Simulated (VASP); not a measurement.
A run of VASP 6.6.1 is set up as follows.

Contents of INCAR:

```
SYSTEM = Nb3Tl
ALGO = Normal
EDIFF = 1E-7
ENCUT = 520
GGA = PE
ISIF = 2
ISMEAR = -1
LASPH = .True.
LCHARG = .False.
LREAL = .False.
LWAVE = .False.
NBANDS = 62
NELM = 60
PREC = Accurate
SIGMA = 0.05
```

File KPOINTS:

```
k-points
0
Gamma
  5 5 5
  0 0 0
```

File POSCAR:

```
Nb3Tl
1.0
    5.2970000000      0.0000000000      0.0000000000
    0.0000000000      5.2970000000      0.0000000000
    0.0000000000      0.0000000000      5.2970000000
Tl Nb
2 6
Direct
    0.5000000000      0.5000000000      0.5000000000
    0.0000000000      0.0000000000      0.0000000000
    0.0000000000      0.5000000000      0.2500000000
    0.0000000000      0.5000000000      0.7500000000
    0.5000000000      0.2500000000      0.0000000000
    0.7500000000      0.0000000000      0.5000000000
    0.5000000000      0.7500000000      0.0000000000
    0.2500000000      0.0000000000      0.5000000000
```

Potentials or basis: VASP PAW PBE potentials, release 64 (Tl_d, Nb_sv).

Run with:

```sh
$ cat potpaw_PBE.64/Tl_d/POTCAR potpaw_PBE.64/Nb_sv/POTCAR > POTCAR
$ mpirun -np 1 vasp_std > vasp.out
```

(1) Estimate the pressure.

(2) What does it give for the band gap on the k mesh?

Results:

(1) 4.4 GPa.

(2) none (metal or under the smearing width).
